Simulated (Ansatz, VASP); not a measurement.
# Zn (Zn(0001)): VASP beside Ansatz

Wanted: the spread between two codes on one cell, functional and k mesh.

Method: plane waves, with VASP 6.6.1 beside it; single point at PBEsol, in Ansatz 0.2.0.

## Step 1: Set-up

The cell holds 8 atoms: 8 Zn. Its edges and angles: a = 2.639 Å, b = 2.639 Å, c = 31.285 Å, α = 90.0°, β = 90.0°, γ = 60.0°. It derives from Zn. As first built, before any earlier steps moved the atoms (in the runner's words): 8 layers of hcp Zn, cut at this functional's lattice. Vacuum lies along c.

## Step 2: Ansatz: single point, PBEsol

Ansatz runs on its default PAW (the set named soft_2) files.

A single point gives forces, pressure and levels at one fixed geometry, so differences don't come from the geometry; what else differs is listed under the comparison.

input.yaml reads:

```yaml
crystal:
  lattice:
    - [2.6389024589, 0.0, 0.0]
    - [1.3194512294, 2.2853565675, 0.0]
    - [0.0, 0.0, 31.2850701468]
  atoms:
    - { symbol: Zn, position: [0.66666667, 0.66666667, 0.2388704573] }
    - { symbol: Zn, position: [0.0, 0.0, 0.3147938003] }
    - { symbol: Zn, position: [0.66666667, 0.66666667, 0.3887454628] }
    - { symbol: Zn, position: [0.0, 0.0, 0.462634364] }
    - { symbol: Zn, position: [0.66666667, 0.66666667, 0.537365636] }
    - { symbol: Zn, position: [0.0, 0.0, 0.6112545372] }
    - { symbol: Zn, position: [0.66666667, 0.66666667, 0.6852061997] }
    - { symbol: Zn, position: [0.0, 0.0, 0.7611295427] }
hamiltonian:
  xc: pbesol
  pseudopotentials: { kind: paw }
kpoints:
  mp_grid: { grid: [15, 15, 1] }
scf:
  occupations: { method: methfessel_paxton, width: 0.15 }
  n_extra_bands: 6
efield:
  axis: 3
  dipole_correction: true
  ramp_width: 0.04
output:
  forces: true
  eigenvalues: true
  write_density: true
  write_potential: true
  elf: true
  volumetric_format: npy
```

Started as:

```console
> ansatz run input.yaml --threads 4 --pin off --max-ram 9216MiB --backend cpu --events-out ev --progress --plain --runs-dir out
```

Numbers of over 12 decimals in the logs are rounded to 6 here.

Log:

```text
scf.n_extra_bands = 6 over 48 filled bands (N_el = 96.0): the run solves 54 bands
Engine: ansatz 0.2.0, aarch64-unknown-linux-gnu
Pseudopotentials: kind: paw
Pseudopotential: Zn, paw, valence charge 12, recommended cutoff 420 eV (normal), Zn.paw.azcp
Functional definition: PBEsol
  exchange = pbesol_x
  correlation = pbesol_c
Crystal: 8 atoms, lattice volume = 188.675 Å³
Basis set: ecut = 420 eV, 3783 PW (Γ), exchange–correlation on 36×36×432 points (8 copies of the dense FFT grid, shifted against one another)
Bands: 54, of which v1, the nominal top of the filled ones, is band 48 counted from 1 (47 counted from 0)
Symmetry: 6 space group operations
k-points: 27 of 225 (time reversal used)
Non-local potential: Zn, projectors of the file, l = 0: 2, l = 1: 2, l = 2: 3, l = 3: 1
PAW form: soft (Blöchl's): semilocal exchange-correlation on the pseudo side does not see the compensation charge
PAW frozen core: Zn, regenerated for the run's functional, and the local potential with it (the file was generated under x = pbe(κ = 0.804, μ = 0.219515), c = pbe(β = 0.066725))
PAW one-centre angular grid: Zn, 590 points (default); XC on 64 Gauss nodes
Initial density: superposition of atomic densities (neutral atoms: chi_scale 0, normalization atom), corrected by the library's trained network
Initial wavefunctions: pseudopotential atomic-orbital guess
Functional: x = pbesol(κ = 0.804, μ = 0.123457), c = pbesol(β = 0.046)
SCF iter   1: F=—  HF=-26246.880228 eV  |F-HF|=—  |Δ(HF+E_count)|=         —  Δρ=4.38e-3  dr2=1.09e0  ethr=1.77e-3  p=0.000 e·Å  D=1.62e-13 V/Å  ΔV_dip=-0.00 eV  dr2_dipole=7.25e-8  V_vac-E_F(+/−)=4.33/4.33 eV  ⟨swp⟩=12.6  Hψ=8302  notcnv=0
efield: sawtooth ramp at fractional position 0.9800 (placed from the atoms, in the widest stretch of the axis that holds none; the zero of the levels goes with the place), width 0.0400; the density the first Hamiltonian is built on has a dipole p = 0.000 e·Å; the dipole correction subtracts the counter field D = 1.62e-13 V/Å, which shifts the + side's vacuum level by -0.00 eV against the − side's; the planar-averaged density in the ramp window peaks in size at 3.8e-5 e/Å³
preconditioner: auto → LDOS  [insulator: Δε(μ)=0.179 eV  Ē_g=9.665 eV  σ=0.150 eV  W_gap=0.64  n_scr=24 (ndim 8)  ℏωp=26.5 eV  f_vac=0.374  D(μ)=1.72/eV (n_scr^D=12)  ε∞_Penn≈8.5  β→1.0]
SCF iter   2: F=—  HF=-26246.859108 eV  |F-HF|=—  |Δ(HF+E_count)|=   2.11e-2  S|Δr|=    0.00e0  Δρ=5.21e-3  dr2=6.54e-2  ethr=1.14e-3  p=-0.000 e·Å  D=-5.49e-6 V/Å  ΔV_dip=0.00 eV  dr2_dipole=2.10e-7  V_vac-E_F(+/−)=4.22/4.22 eV  ⟨swp⟩=2.3  Hψ=2035  notcnv=0  defer=22
SCF iter   3: F=—  HF=-26246.842286 eV  |F-HF|=—  |Δ(HF+E_count)|=   1.68e-2  S|Δr|=    0.00e0  Δρ=9.37e-4  dr2=2.69e-3  ethr=6.82e-5  p=-0.000 e·Å  D=-3.55e-6 V/Å  ΔV_dip=0.00 eV  dr2_dipole=6.31e-8  V_vac-E_F(+/−)=4.18/4.18 eV  ⟨swp⟩=2.0  Hψ=2792  notcnv=0  defer=22
SCF iter   4: F=—  HF=-26246.841935 eV  |F-HF|=—  |Δ(HF+E_count)|=   3.51e-4  S|Δr|=    0.00e0  Δρ=4.03e-4  dr2=4.32e-4  ethr=2.81e-6  p=-0.000 e·Å  D=-2.42e-6 V/Å  ΔV_dip=0.00 eV  dr2_dipole=7.87e-9  V_vac-E_F(+/−)=4.17/4.17 eV  ⟨swp⟩=2.4  Hψ=3110  notcnv=0  defer=16
SCF iter   5: F=—  HF=-26246.841849 eV  |F-HF|=—  |Δ(HF+E_count)|=   8.54e-5  S|Δr|=    0.00e0  Δρ=8.22e-5  dr2=5.16e-5  ethr=4.50e-7  p=-0.000 e·Å  D=-1.35e-6 V/Å  ΔV_dip=0.00 eV  dr2_dipole=5.02e-10  V_vac-E_F(+/−)=4.17/4.17 eV  ⟨swp⟩=2.0  Hψ=2710  notcnv=0  defer=16
SCF iter   6: F=—  HF=-26246.841935 eV  |F-HF|=—  |Δ(HF+E_count)|=   8.59e-5  S|Δr|=    0.00e0  Δρ=3.48e-5  dr2=3.55e-6  ethr=5.37e-8  p=-0.000 e·Å  D=-6.73e-7 V/Å  ΔV_dip=0.00 eV  dr2_dipole=1.99e-10  V_vac-E_F(+/−)=4.16/4.16 eV  ⟨swp⟩=2.1  Hψ=2720  notcnv=0  defer=5
SCF iter   7: F=—  HF=-26246.841935 eV  |F-HF|=—  |Δ(HF+E_count)|=   3.12e-8  S|Δr|=    0.00e0  Δρ=1.81e-5  dr2=6.53e-7  ethr=3.70e-9  p=-0.000 e·Å  D=-4.27e-7 V/Å  ΔV_dip=0.00 eV  dr2_dipole=7.07e-13  V_vac-E_F(+/−)=4.16/4.16 eV  ⟨swp⟩=2.0  Hψ=2706  notcnv=0  defer=5
SCF iter   8: F=-26246.841935 eV  HF=-26246.841935 eV  |F-HF|=1.50e-8  |Δ(HF+E_count)|=   1.65e-7  S|Δr|=    0.00e0  Δρ=3.07e-6  dr2=4.42e-8  ethr=1.04e-10  p=-0.000 e·Å  D=-1.67e-7 V/Å  ΔV_dip=0.00 eV  dr2_dipole=1.07e-12  V_vac-E_F(+/−)=4.16/4.16 eV  ⟨swp⟩=16.1  Hψ=16117  notcnv=0
SCF 1 converged in 8 iterations: F = -26246.841935 eV  dr2 = 4.42e-8
  greatest PAW one-centre occupation: 0.982 electrons in one spin orbital (limit 2), on the Zn atom at site 7 (counted from 0), in its partial waves of l = 2
WARN: The input density's exchange-correlation potential varies sharply where the density is thin. Do not read a vacuum level from v_tot or v_xc, or from such a field of the output density. On a cell that repeats whose density bears no net charge and no dipole along the vacuum's axis use v_es (v_loc + v_h of the components); under efield.dipole_correction with no amplitude use v_es + v_field, which holds any external [...]
SCF converged after 8 iterations
Stability not checked: this state was not tested for a lower state beside it, because cold or Methfessel-Paxton smearing, or corrected tetrahedra, fill the levels in a way that the test cannot read (fill_not_monotonic; see scf.lower_state_search)
Free energy (F): -26246.841935 eV
Harris-Foulkes:  -26246.841935 eV  (|F-HF|=1.50e-8)
Internal energy: -26246.842559 eV  (E = F + TS)
E sigma→0 (E₀):  -26246.842091 eV
Entropy (-TS):   0.000624 eV (0.078 meV/atom)
Fermi energy:    5.596387 eV
Dipole field:    D = 0.000001 V/Å  (p = 0.000001 e·Å, saw-weighted, corrected)
Work function:   Φ+ = 4.1592 eV   Φ− = 4.1592 eV
Levels:          The Fermi level and band energies are counted from a zero that moves with the ramp; work functions are not
--- Per-component energies (eV) ---
  E_band       = -152.483883
  E_kinetic    = 1052.573377
  E_local      = -132049.221934  (includes V_loc(G=0)·N_el)
  E_nonlocal   = 4891.350865
  E_hartree    = 64751.843533
  E_xc         = -1092.551465
  E_vxc        = -428.977922  (∫ρ·V_xc dr)
  E_paw        = -14299.058407  (= ΣΔE_a)
  E_vpaw       = -3121.818022  (= ΣTr[D̂ρ^β])
  E_aug_tail   = -0.003046  (compensation charges beyond the density's cutoff)
  E_efield     = 0.000000  (sawtooth field / dipole correction)
  E_vefield    = 0.000000  (∫n·V_field dr)
  E_ewald      = 50491.845678
  E_core_change = 6.378839  (= ΣΔE_core)
  E_smearing   = 0.000624  (= −TS)
  E_closure    = -0.000000  (closes the sum)
  Σ components = -26246.841935   (vs F -26246.841935, Δ=0.00e0)
--- Forces (eV/Å), atoms counted from 1 ---
  atom   1  Zn    -0.00000000    -0.00000000    -0.01467488
  atom   2  Zn     0.00000000     0.00000000    -0.00405677
  atom   3  Zn    -0.00000000    -0.00000000     0.01736849
  atom   4  Zn     0.00000000     0.00000000     0.00904139
  atom   5  Zn    -0.00000000    -0.00000000    -0.00904139
  atom   6  Zn     0.00000000     0.00000000    -0.01736847
  atom   7  Zn    -0.00000000    -0.00000000     0.00405671
  atom   8  Zn     0.00000000     0.00000000     0.01467490
  max |Σ_I F_I| component: 2.44e-8 eV/Å
--- Band table (eV; the first three rows and the last of 27) ---
  k-point 0: bands = [... 44 lower, -1.4863, -1.1124, 0.0701, 1.7159, 2.5296, 4.7714, 6.5594, 8.2061, ... 2 higher]
  k-point 1: bands = [... 44 lower, -1.4867, -0.9176, 0.2323, 1.8365, 2.7156, 4.8946, 6.6820, 8.3278, ... 2 higher]
  k-point 2: bands = [... 44 lower, -1.2536, -0.5093, 0.6521, 2.1836, 3.2484, 5.2697, 7.0509, 8.6923, ... 2 higher]
  k-point 26: bands = [... 44 lower, 5.4956, 5.7268, 5.8859, 5.8859, 6.3133, 6.5878, 6.5878, 7.0105, ... 2 higher]
```

Elapsed: 18 s, on 4 threads of Arm Neoverse N1, shared host; peak memory 0.72 GiB.

## Step 3: VASP: single point, PBEsol

The same cell, functional, mesh and smearing now go to VASP, with its own data sets and cutoff.

Lines of VASP's logs that name or quote its potential files are left out, and so is its time.

INCAR reads:

```
SYSTEM = Zn
PREC = Normal
ENCUT = 320
EDIFF = 1E-06
NELM = 120
ISMEAR = 1
SIGMA = 0.15
LREAL = .FALSE.
ALGO = Fast
GGA = PS
NBANDS = 59
LORBIT = 11
LWAVE = .FALSE.
LCHARG = .TRUE.
KPAR = 4
IDIPOL = 3
LDIPOL = .TRUE.
DIPOL = 0.5 0.5 0.5
LVHAR = .TRUE.
LVACPOTAV = .TRUE.
NEDOS = 1500
```

POSCAR reads:

```
Zn
1.0
    2.6389024589      0.0000000000      0.0000000000
    1.3194512294      2.2853565675      0.0000000000
    0.0000000000      0.0000000000     31.2850701468
Zn
8
Direct
    0.6666666700      0.6666666700      0.2388704573
    0.0000000000      0.0000000000      0.3147938003
    0.6666666700      0.6666666700      0.3887454628
    0.0000000000      0.0000000000      0.4626343640
    0.6666666700      0.6666666700      0.5373656360
    0.0000000000      0.0000000000      0.6112545372
    0.6666666700      0.6666666700      0.6852061997
    0.0000000000      0.0000000000      0.7611295427
```

KPOINTS reads:

```
Automatic mesh
0
Gamma
15 15 1
0 0 0
```

Potentials, in the order of the species: Zn (PBE family, release 64).

Started as:

```console
> mpirun -np 4 vasp_std
```

Log:

```text
[banner, memory and clock lines left out]
running    4 mpi-ranks, on    1 nodes
 distrk:  each k-point on    1 cores,    4 groups
 distr:  one band on    1 cores,    1 groups

 POSCAR found type information on POSCAR Zn
 POSCAR found :  1 types and       8 ions
|                                                                             |
|               ----> ADVICE to this user running VASP <----                  |
|                                                                             |
|     You enforced a specific xc type in the INCAR file but a different       |
|     [... a line on the potential file left out ...]
|     I HOPE YOU KNOW WHAT YOU ARE DOING!                                     |
|                                                                             |

 LDA part: xc-table for (Slater+PW92), standard interpolation
 POSCAR, INCAR and KPOINTS ok, starting setup
 FFT: planning ... GRIDC
 FFT: planning ... GRID_SOFT
 FFT: planning ... GRID
 WAVECAR not read
 entering main loop
       N       E                     dE             d eps       ncg     rms          rms(c)
DAV:   1     0.590464206838E+03    0.59046E+03   -0.35949E+04  3258   0.167E+03
DAV:   2     0.448947140807E+02   -0.54557E+03   -0.52696E+03  3186   0.387E+02
DAV:   3    -0.122715410017E+02   -0.57166E+02   -0.56414E+02  3410   0.138E+02
DAV:   4    -0.135218866640E+02   -0.12503E+01   -0.12457E+01  3483   0.228E+01
DAV:   5    -0.135295613460E+02   -0.76747E-02   -0.76714E-02  3484   0.141E+00    0.926E+00
RMM:   6    -0.123847873903E+02    0.11448E+01   -0.61309E+00  3425   0.178E+01    0.681E+00
RMM:   7    -0.123358034892E+02    0.48984E-01   -0.17897E-01  3557   0.353E+00    0.361E+00
RMM:   8    -0.125756594335E+02   -0.23986E+00   -0.91730E-02  3701   0.128E+00    0.180E+00
RMM:   9    -0.122874194506E+02    0.28824E+00   -0.45151E-02  3654   0.119E+00    0.155E-01
RMM:  10    -0.122872114096E+02    0.20804E-03   -0.34940E-03  3626   0.328E-01    0.616E-02
RMM:  11    -0.122872140674E+02   -0.26578E-05   -0.40133E-04  3664   0.108E-01    0.401E-02
RMM:  12    -0.122872255459E+02   -0.11479E-04   -0.63364E-05  3641   0.365E-02    0.781E-03
RMM:  13    -0.122872447004E+02   -0.19154E-04   -0.17792E-05  3572   0.196E-02    0.439E-03
RMM:  14    -0.122872725596E+02   -0.27859E-04   -0.63354E-06  2638   0.969E-03    0.298E-03
RMM:  15    -0.122872967340E+02   -0.24174E-04   -0.39177E-06  2529   0.559E-03    0.225E-03
RMM:  16    -0.122873082076E+02   -0.11474E-04   -0.15145E-06  2415   0.447E-03    0.185E-03
RMM:  17    -0.122873137131E+02   -0.55055E-05   -0.67365E-07  2326   0.262E-03    0.167E-03
RMM:  18    -0.122873178786E+02   -0.41656E-05   -0.12236E-07  2025   0.148E-03    0.156E-03
RMM:  19    -0.122873222558E+02   -0.43771E-05   -0.76609E-08  1449   0.108E-03    0.154E-03
RMM:  20    -0.122873236540E+02   -0.13982E-05   -0.61563E-09   813   0.773E-04    0.152E-03
RMM:  21    -0.122873248891E+02   -0.12351E-05   -0.18425E-08   862   0.843E-04    0.151E-03
RMM:  22    -0.122873251656E+02   -0.27650E-06   -0.50637E-09   759   0.824E-04
|                                                                             |
|           W    W    AA    RRRRR   N    N  II  N    N   GGGG   !!!           |
|           W    W   A  A   R    R  NN   N  II  NN   N  G    G  !!!           |
|           W    W  A    A  R    R  N N  N  II  N N  N  G       !!!           |
|           W WW W  AAAAAA  RRRRR   N  N N  II  N  N N  G  GGG   !            |
|           WW  WW  A    A  R   R   N   NN  II  N   NN  G    G                |
|           W    W  A    A  R    R  N    N  II  N    N   GGGG   !!!           |
|                                                                             |
|     Did not find any points to average over, which means that no vacuum     |
|     field-free region was found. Please increase the size of  your cell     |
|     in the dimension of the dipole correction to obtain accurate            |
|     workfunction values.                                                    |
|                                                                             |

   1 F= -.12287325E+02 E0= -.12287542E+02  d E =0.651842E-03
```

Parts of OUTCAR (step 3):

```text
ion  position               nearest neighbor table
   1  0.667  0.667  0.239-   2 2.82   2 2.82   2 2.82
   2  0.000  0.000  0.315-   3 2.77   3 2.77   3 2.77   1 2.82   1 2.82   1 2.82
   3  0.667  0.667  0.389-   4 2.77   4 2.77   4 2.77   2 2.77   2 2.77   2 2.77
   4  0.000  0.000  0.463-   3 2.77   3 2.77   3 2.77   5 2.79   5 2.79   5 2.79
   5  0.667  0.667  0.537-   6 2.77   6 2.77   6 2.77   4 2.79   4 2.79   4 2.79
   6  0.000  0.000  0.611-   5 2.77   5 2.77   5 2.77   7 2.77   7 2.77   7 2.77
   7  0.667  0.667  0.685-   6 2.77   6 2.77   6 2.77   8 2.82   8 2.82   8 2.82
   8  0.000  0.000  0.761-   7 2.82   7 2.82   7 2.82

  LATTYP: Found a hexagonal cell.
 ALAT       =     2.6389024589
 C/A-ratio  =    11.8553340393

 Subroutine GETGRP returns: Found 12 space group operations
 (whereof  6 operations were pure point group operations)

The static configuration has the point symmetry C_3v.
 The point group associated with its full space group is D_3d.

 Found     27 irreducible k-points:

   k-points           NKPTS =     27   k-points in BZ     NKDIM =     27   number of bands    NBANDS=     59

   dimension x,y,z NGX =    12 NGY =   12 NGZ =  140
   dimension x,y,z NGXF=    24 NGYF=   24 NGZF=  280

   ENCUT  =  320.0 eV  23.52 Ry    4.85 a.u.   3.85  3.85 45.63*2*pi/ulx,y,z

   NELECT =      96.0000    total number of electrons

 k-points in reciprocal lattice and weights: Automatic mesh
   0.00000000  0.00000000  0.00000000       0.004
   0.06666667  0.00000000  0.00000000       0.027
   0.13333333  0.00000000  0.00000000       0.027
   0.20000000 -0.00000000  0.00000000       0.027
   0.26666667  0.00000000  0.00000000       0.027
   0.33333333  0.00000000  0.00000000       0.027
   0.40000000 -0.00000000  0.00000000       0.027
   0.46666667  0.00000000  0.00000000       0.027
   0.13333333  0.06666667  0.00000000       0.027
[...]
-0.40000000  0.26666667  0.00000000       0.053
  -0.33333333  0.33333333  0.00000000       0.009

 dipolmoment           0.000000      0.000000      0.000000 electrons x Angstroem

 average (electrostatic) potential at core
       1 -39.1664       2 -39.4472       3 -39.4774       4 -39.4767       5 -39.4767
       6 -39.4774       7 -39.4472       8 -39.1664

 E-fermi :   0.4806

 k-point     1 :       0.0000    0.0000    0.0000
  band No.  band energies     occupation
    ...
     46      -6.2283      2.00000
     47      -5.0466      2.00000
     48      -3.4005      2.00000
     49      -2.5851      2.00000
     50      -0.3463      2.00000
     51       1.4425     -0.00000
     52       3.0849     -0.00000
     53       4.1067      0.00000
     54       4.8819      0.00000
     55       5.0987      0.00000
    ...

 k-point     2 :       0.0667    0.0000    0.0000
  band No.  band energies     occupation
    ...
     46      -6.0340      2.00000
     47      -4.8847      2.00000
     48      -3.2800      2.00000
     49      -2.3995      2.00000
     50      -0.2228      2.00000
     51       1.5655     -0.00000
     52       3.2069     -0.00000
     53       4.2329      0.00000
     54       5.0103      0.00000
     55       5.2233      0.00000
    ...

 k-point     3 :       0.1333    0.0000    0.0000
  band No.  band energies     occupation
    ...
     46      -5.6265      2.00000
     47      -4.4653      2.00000
     48      -2.9330      2.00000
     49      -1.8674      2.00000
     50       0.1532      2.00848
     51       1.9354     -0.00000
     52       3.5727      0.00000
     53       4.6109      0.00000
     54       5.3944      0.00000
     55       5.5965      0.00000
    ...

  Total       -1.7714515     -1.7714515      0.3084847      0.0000000     -0.0000000      0.0000000
  in kB      -15.0426865    -15.0426865      2.6195689      0.0000000     -0.0000000      0.0000000
  external PRESSURE =      -9.1552680 kB  Pullay stress =       0.0000000 kB

  energy-cutoff  :      320.00
  volume of cell :      188.68
      direct lattice vectors                 reciprocal lattice vectors
     2.638902459  0.000000000  0.000000000     0.378945420 -0.218784240  0.000000000
     1.319451229  2.285356568  0.000000000     0.000000000  0.437568480  0.000000000
     0.000000000  0.000000000 31.285070147     0.000000000  0.000000000  0.031964128

 POSITION                                       TOTAL-FORCE (eV/Angst)
 -----------------------------------------------------------------------------------
      2.63890      1.52357      7.47308        -0.000000     -0.000000     -0.015681
      0.00000      0.00000      9.84835        -0.000000     -0.000000     -0.013459
      2.63890      1.52357     12.16193        -0.000000     -0.000000      0.026217
      0.00000      0.00000     14.47355        -0.000000      0.000000      0.010746
      2.63890      1.52357     16.81152         0.000000      0.000000     -0.010746
      0.00000      0.00000     19.12314         0.000000      0.000000     -0.026217
      2.63890      1.52357     21.43672        -0.000000      0.000000      0.013459
      0.00000      0.00000     23.81199         0.000000      0.000000      0.015681
 -----------------------------------------------------------------------------------
    total drift:                               -0.000005     -0.000003     -0.000001

  FREE ENERGIE OF THE ION-ELECTRON SYSTEM (eV)
  ---------------------------------------------------
  free  energy   TOTEN  =       -12.2873251656 eV

  energy  without entropy=      -12.2879770081  energy(sigma->0) =      -12.28754245

 vacuum level on the upper side and lower side of the slab         4.643         4.643

 total charge
# of ion       s       p       d       tot
------------------------------------------
    1        0.607   0.433   9.709  10.749
    2        0.604   0.494   9.715  10.814
    3        0.598   0.508   9.718  10.823
    4        0.598   0.503   9.718  10.818
    5        0.598   0.503   9.718  10.818
    6        0.598   0.508   9.718  10.823
    7        0.604   0.494   9.715  10.814
    8        0.607   0.433   9.709  10.749
--------------------------------------------------
tot          4.813   3.877  77.720  86.410

[... 3 further parts left out ...]
```

## Step 4: Differences

Known differences besides the potentials themselves: the cutoff is 420 eV in Ansatz and 320 eV in VASP (PREC = Normal); Ansatz makes its cores anew for this functional, VASP keeps those of its PBE data sets; VASP leaves aspherical gradient terms in its spheres out (LASPH is not set), Ansatz keeps them. Total energies have different zeros and are not compared.

The two programs side by side:

| quantity | Ansatz | VASP | difference |
| --- | --- | --- | --- |
| work function, lower of the two faces (eV) | 4.16 | 4.16 | 0.00 |
| work function, higher of the two faces (eV) | 4.16 | 4.16 | 0.00 |

At this near-relaxed geometry the largest component of a force difference is 9 meV/Å. VASP's log warns that it found no field-free region in the vacuum, so its work functions are uncertain.

## Step 5: What came out

* difference in work function, lower of the two faces (single point, PBEsol): -0.0032 eV

**Reading.** The difference in work function, lower of the two faces is -0.0032 eV (single point, PBEsol). How closely two codes agree says nothing of how well the functional describes the real material.

[Lines on the potential files, build, host, timing and source positions are cut from VASP's logs without a mark.]

[Logs are printed without paths, hosts, clocks, repeated set-up lines and the standing remarks that a program may print on its own settings, such as how far it seeks lower states.]

[Hosts, paths, dates, database ids (printed as entryN), source tags and the programs' standing remarks are cut or masked in the printed files.]
